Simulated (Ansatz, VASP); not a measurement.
# Cross-check of Hf (Hafnium) between VASP and Ansatz

Aim: how closely do two programs agree when they are given the same cell, functional and k mesh? The cell is taken from a series of runs on this material, whose earlier steps may have relaxed, scaled, displaced or heated it; both programs get it as it stands.

Main program and level: Ansatz 0.2.0; plane waves, with VASP 6.6.1 beside it; zone-centre phonons at PBEsol.

### Step 1. The structure

Symmetry: P6_3/mmc, No. 194, hexagonal system. The conventional cell has a = 3.160 Å, b = 3.160 Å, c = 4.998 Å, α = 90.00°, β = 90.00°, γ = 120.00°. Nearest to Hf lie 12 Hf at 3.09 to 3.16 Å.

### Step 2. VASP: zone-centre phonons, PBEsol

Second derivatives magnify differences that forces hide, and they need a tight electronic threshold.

Lines of VASP's logs that name or quote its potential files are left out, and so is its time.

INCAR

```
SYSTEM = Hf
PREC = Accurate
ENCUT = 500
EDIFF = 1E-08
NELM = 120
ISMEAR = 1
SIGMA = 0.2
LREAL = .FALSE.
ALGO = Normal
GGA = PS
NBANDS = 16
LASPH = .TRUE.
LORBIT = 11
LWAVE = .FALSE.
LCHARG = .FALSE.
ISIF = 2
IBRION = 8
GGA_COMPAT = .FALSE.
KPAR = 2
```

POSCAR

```
Hf
1.0
    3.1595489606      0.0000000000      0.0000000000
   -1.5797744803      2.7362496644      0.0000000000
    0.0000000000      0.0000000000      4.9979703984
Hf
2
Direct
    0.3333333333      0.6666666667      0.2500000000
    0.6666666667      0.3333333333      0.7500000000
```

KPOINTS

```
Automatic mesh
0
Gamma
18 18 10
0 0 0
```

Potentials, in the order of the species: Hf_pv (PBE family, release 64).

Command:

```
> mpirun -np 2 vasp_std
```

Numbers of over 12 decimals in the logs are rounded to 6 here.

The program printed:

```text
[banner, memory and clock lines left out]
running    2 mpi-ranks, on    1 nodes
 distrk:  each k-point on    1 cores,    2 groups
 distr:  one band on    1 cores,    1 groups

 POSCAR found type information on POSCAR Hf
 POSCAR found :  1 types and       2 ions
|                                                                             |
|               ----> ADVICE to this user running VASP <----                  |
|                                                                             |
|     You enforced a specific xc type in the INCAR file but a different       |
|     [... a line on the potential file left out ...]
|     I HOPE YOU KNOW WHAT YOU ARE DOING!                                     |
|                                                                             |

 LDA part: xc-table for (Slater+PW92), standard interpolation
 POSCAR, INCAR and KPOINTS ok, starting setup
 FFT: planning ... GRIDC
 FFT: planning ... GRID_SOFT
 FFT: planning ... GRID
 WAVECAR not read
 entering main loop
       N       E                     dE             d eps       ncg     rms          rms(c)
DAV:   1     0.451377078777E+02    0.45138E+02   -0.11368E+04  7112   0.116E+03
DAV:   2    -0.201939203791E+02   -0.65332E+02   -0.63796E+02  9392   0.247E+02
DAV:   3    -0.217503496975E+02   -0.15564E+01   -0.15485E+01  9440   0.264E+01
DAV:   4    -0.217618358149E+02   -0.11486E-01   -0.11483E-01  8776   0.278E+00
DAV:   5    -0.217619755524E+02   -0.13974E-03   -0.13973E-03  9360   0.253E-01    0.671E+01
DAV:   6    -0.212103269654E+02    0.55165E+00   -0.49707E-01  8520   0.470E+00    0.397E+01
DAV:   7    -0.210155685371E+02    0.19476E+00   -0.82333E-01  8704   0.581E+00    0.187E+00
DAV:   8    -0.210054097509E+02    0.10159E-01   -0.52016E-02  8168   0.157E+00    0.363E-01
DAV:   9    -0.210055114444E+02   -0.10169E-03   -0.11094E-03  9816   0.244E-01    0.194E-01
DAV:  10    -0.210055025085E+02    0.89359E-05   -0.47005E-05  8464   0.495E-02    0.210E-01
DAV:  11    -0.210055034801E+02   -0.97161E-06   -0.49738E-06  9456   0.160E-02    0.119E-02
DAV:  12    -0.210055035636E+02   -0.83478E-07   -0.42737E-07  8616   0.450E-03    0.487E-03
DAV:  13    -0.210055034999E+02    0.63651E-07   -0.13761E-08  6632   0.924E-04    0.162E-03
DAV:  14    -0.210055034758E+02    0.24095E-07   -0.14455E-09  5176   0.325E-04    0.243E-04
DAV:  15    -0.210055034737E+02    0.21557E-08   -0.22731E-10  4856   0.121E-04
   1 F= -.21005503E+02 E0= -.21006860E+02  d E =0.406976E-02
 Linear response reoptimize wavefunctions to high precision
DAV:   1    -0.210055034727E+02    0.98021E-09   -0.46203E-11  4896   0.580E-05
DAV:   2    -0.210055034727E+02   -0.14097E-10   -0.10021E-11  4352   0.255E-05
 Linear response DOF=           2
 Linear response progress:
  Degree of freedom:   1/  2
       N       E                     dE             d eps       ncg     rms          rms(c)
RMM:   1    -0.201249873975E+00   -0.20125E+00    0.45933E+00 32355   0.120E+01
RMM:   2    -0.206763922951E+00   -0.55140E-02   -0.38431E-02 48269   0.123E+00    0.569E-01
RMM:   3    -0.205914438050E+00    0.84948E-03   -0.44485E-03 60538   0.268E-01    0.123E-01
RMM:   4    -0.205538006453E+00    0.37643E-03   -0.50563E-04 71942   0.925E-02    0.186E-01
RMM:   5    -0.205099207693E+00    0.43880E-03   -0.43987E-05 65519   0.416E-02    0.180E-02
RMM:   6    -0.205009445458E+00    0.89762E-04   -0.34760E-05 74395   0.152E-02    0.321E-02
RMM:   7    -0.205011671640E+00   -0.22262E-05   -0.35668E-05 66827   0.480E-03    0.155E-02
RMM:   8    -0.205004888588E+00    0.67831E-05   -0.10890E-05 72205   0.187E-03    0.170E-02
RMM:   9    -0.205002789543E+00    0.20990E-05   -0.47952E-06 69875   0.117E-03    0.339E-03
RMM:  10    -0.205002957337E+00   -0.16779E-06   -0.54408E-06 75590   0.393E-04    0.637E-04
RMM:  11    -0.205003222316E+00   -0.26498E-06   -0.29586E-06 72019   0.128E-04    0.772E-04
RMM:  12    -0.205003253081E+00   -0.30765E-07   -0.16076E-06 69328   0.652E-05    0.926E-05
RMM:  13    -0.205003290872E+00   -0.37791E-07   -0.78789E-07 72061   0.419E-05    0.783E-05
RMM:  14    -0.205003304126E+00   -0.13254E-07   -0.42194E-07 64716   0.282E-05    0.451E-06
RMM:  15    -0.205003309022E+00   -0.48957E-08   -0.22296E-07 55829   0.227E-05    0.216E-05
RMM:  16    -0.205003314236E+00   -0.52146E-08   -0.13041E-07 52879   0.203E-05    0.149E-05
RMM:  17    -0.205003315242E+00   -0.10063E-08   -0.77602E-08 43633   0.186E-05    0.226E-06
 first order change of Fermi-energy  -0.36895E-05
 force on displaced ion       1 direction 1 :  -2.079  -0.000   0.000
 Linear response progress:
  Degree of freedom:   2/  2
       N       E                     dE             d eps       ncg     rms          rms(c)
RMM:   1    -0.242920709607E+00   -0.24292E+00    0.48728E+00 10996   0.124E+01
RMM:   2    -0.253377246604E+00   -0.10457E-01   -0.44366E-02 16430   0.127E+00    0.722E-01
RMM:   3    -0.252571828888E+00    0.80542E-03   -0.38071E-03 19201   0.287E-01    0.202E-01
RMM:   4    -0.252320276193E+00    0.25155E-03   -0.31380E-04 23055   0.101E-01    0.205E-01
RMM:   5    -0.252043621584E+00    0.27665E-03    0.54627E-05 22301   0.432E-02    0.521E-02
RMM:   6    -0.251929080918E+00    0.11454E-03    0.19529E-05 19780   0.213E-02    0.494E-02
RMM:   7    -0.251952255500E+00   -0.23175E-04   -0.15278E-05 21600   0.645E-03    0.223E-02
RMM:   8    -0.251954789702E+00   -0.25342E-05    0.32887E-05 22916   0.320E-03    0.538E-03
RMM:   9    -0.251945657592E+00    0.91321E-05    0.11569E-05 22718   0.187E-03    0.259E-03
RMM:  10    -0.251945400703E+00    0.25689E-06    0.49875E-06 23060   0.533E-04    0.709E-04
RMM:  11    -0.251945272484E+00    0.12822E-06    0.40993E-06 23460   0.224E-04    0.129E-04
RMM:  12    -0.251945374196E+00   -0.10171E-06    0.14137E-06 24162   0.830E-05    0.110E-04
RMM:  13    -0.251945402485E+00   -0.28289E-07    0.77556E-07 23336   0.448E-05    0.211E-05
RMM:  14    -0.251945423178E+00   -0.20693E-07    0.46997E-07 22925   0.284E-05    0.226E-05
RMM:  15    -0.251945459688E+00   -0.36510E-07    0.92272E-08 21568   0.217E-05    0.365E-06
RMM:  16    -0.251945464686E+00   -0.49979E-08    0.71850E-08 16911   0.183E-05    0.675E-07
 first order change of Fermi-energy  -0.15204E-03
 force on displaced ion       1 direction 3 :   0.000   0.000  -3.375
 Linear response finished
```

OUTCAR, selected parts (step 2):

```text
ion  position               nearest neighbor table
   1  0.333  0.667  0.250-   2 3.09   2 3.09   2 3.09   2 3.09   2 3.09   2 3.09
   2  0.667  0.333  0.750-   1 3.09   1 3.09   1 3.09   1 3.09   1 3.09   1 3.09

  LATTYP: Found a hexagonal cell.
 ALAT       =     3.1595489606
 C/A-ratio  =     1.5818619875

 Subroutine GETGRP returns: Found 24 space group operations
 (whereof 12 operations were pure point group operations)

The static configuration has the point symmetry D_3d.
 The point group associated with its full space group is D_6h.

 Found    222 irreducible k-points:

   k-points           NKPTS =    222   k-points in BZ     NKDIM =    222   number of bands    NBANDS=     16

   dimension x,y,z NGX =    24 NGY =   24 NGZ =   36
   dimension x,y,z NGXF=    48 NGYF=   48 NGZF=   72

   ENCUT  =  500.0 eV  36.75 Ry    6.06 a.u.   5.76  5.76  9.11*2*pi/ulx,y,z

   NELECT =      20.0000    total number of electrons

 k-points in reciprocal lattice and weights: Automatic mesh
   0.00000000  0.00000000  0.00000000       0.000
   0.05555556  0.00000000  0.00000000       0.002
   0.11111111  0.00000000  0.00000000       0.002
   0.16666667 -0.00000000  0.00000000       0.002
   0.22222222 -0.00000000  0.00000000       0.002
   0.27777778  0.00000000  0.00000000       0.002
   0.33333333  0.00000000  0.00000000       0.002
   0.38888889 -0.00000000  0.00000000       0.002
   0.44444444 -0.00000000  0.00000000       0.002
[...]
0.33333333  0.27777778  0.50000000       0.004
   0.33333333  0.33333333  0.50000000       0.001

 average (electrostatic) potential at core
       1 -36.8204       2 -36.8204

  Total       -0.0947810     -0.0947810     -0.1233352     -0.0000000      0.0000000      0.0000000
  in kB       -3.5144501     -3.5144501     -4.5732297     -0.0000000      0.0000000      0.0000000
  external PRESSURE =      -3.8673766 kB  Pullay stress =       0.0000000 kB

  energy-cutoff  :      500.00
  volume of cell :       43.21
      direct lattice vectors                 reciprocal lattice vectors
     3.159548961  0.000000000  0.000000000     0.316500872  0.182731863  0.000000000
    -1.579774480  2.736249664  0.000000000     0.000000000  0.365463727  0.000000000
     0.000000000  0.000000000  4.997970398     0.000000000  0.000000000  0.200081217

 POSITION                                       TOTAL-FORCE (eV/Angst)
 -----------------------------------------------------------------------------------
     -0.00000      1.82417      1.24949        -0.000000      0.000000      0.000000
      1.57977      0.91208      3.74848         0.000000     -0.000000      0.000000
 -----------------------------------------------------------------------------------
    total drift:                                0.000000     -0.000000      0.000000

 Eigenvectors and eigenvalues of the dynamical matrix
 ----------------------------------------------------

   1 f  =    3.040174 THz    19.101974 2PiTHz  101.409273 cm-1    12.573142 meV
             X         Y         Z           dx          dy          dz
     -0.000000  1.824166  1.249493     0.000000   -0.000000    0.707107
      1.579774  0.912083  3.748478     0.000000    0.000000   -0.707107

   2 f  =    2.385811 THz    14.990493 2PiTHz   79.582088 cm-1     9.866917 meV
             X         Y         Z           dx          dy          dz
     -0.000000  1.824166  1.249493     0.000000   -0.707107    0.000000
      1.579774  0.912083  3.748478    -0.000000    0.707107    0.000000

   3 f  =    2.385811 THz    14.990493 2PiTHz   79.582088 cm-1     9.866917 meV
             X         Y         Z           dx          dy          dz
     -0.000000  1.824166  1.249493    -0.707107   -0.000000    0.000000
      1.579774  0.912083  3.748478     0.707107   -0.000000    0.000000

   4 f  =    0.000000 THz     0.000000 2PiTHz    0.000001 cm-1     0.000000 meV
             X         Y         Z           dx          dy          dz
     -0.000000  1.824166  1.249493     0.450081    0.000000    0.545368
      1.579774  0.912083  3.748478     0.450081    0.000000    0.545368

   5 f  =    0.000000 THz     0.000000 2PiTHz    0.000001 cm-1     0.000000 meV
             X         Y         Z           dx          dy          dz
     -0.000000  1.824166  1.249493    -0.000000    0.707107   -0.000000
      1.579774  0.912083  3.748478    -0.000000    0.707107   -0.000000

   6 f  =    0.000000 THz     0.000000 2PiTHz    0.000001 cm-1     0.000000 meV
             X         Y         Z           dx          dy          dz
     -0.000000  1.824166  1.249493    -0.545368   -0.000000    0.450081
      1.579774  0.912083  3.748478    -0.545368   -0.000000    0.450081

 ELASTIC MODULI CONTR FROM IONIC RELAXATION (kBar)
 Direction    XX          YY          ZZ          XY          YZ          ZX
 --------------------------------------------------------------------------------
 XX        -145.6323    145.6323     -0.0000      0.0000      0.0000     -0.0000
 YY         145.6323   -145.6323      0.0000     -0.0000      0.0000      0.0000
 ZZ          -0.0000      0.0000     -0.0000      0.0000      0.0000     -0.0000
 XY           0.0000     -0.0000      0.0000   -145.6323      0.0000     -0.0000
 YZ           0.0000      0.0000      0.0000      0.0000      0.0000      0.0000
 ZX          -0.0000      0.0000     -0.0000     -0.0000      0.0000     -0.0000
 --------------------------------------------------------------------------------
```

Energies printed during the response cycles are not total energies of the cell. Harder data sets than Hf_pv exist (the GW ones), and pressures, volumes and forces can shift noticeably with them.

(Continued in part 2 of 2.)

[Lines on the potential files, build, host, timing and source positions are cut from VASP's logs without a mark.]

[Logs are printed without paths, hosts, clocks, repeated set-up lines and the standing remarks that a program may print on its own settings, such as how far it seeks lower states.]

[Hosts, paths, dates, database ids (printed as entryN), source tags and the programs' standing remarks are cut or masked in the printed files.]
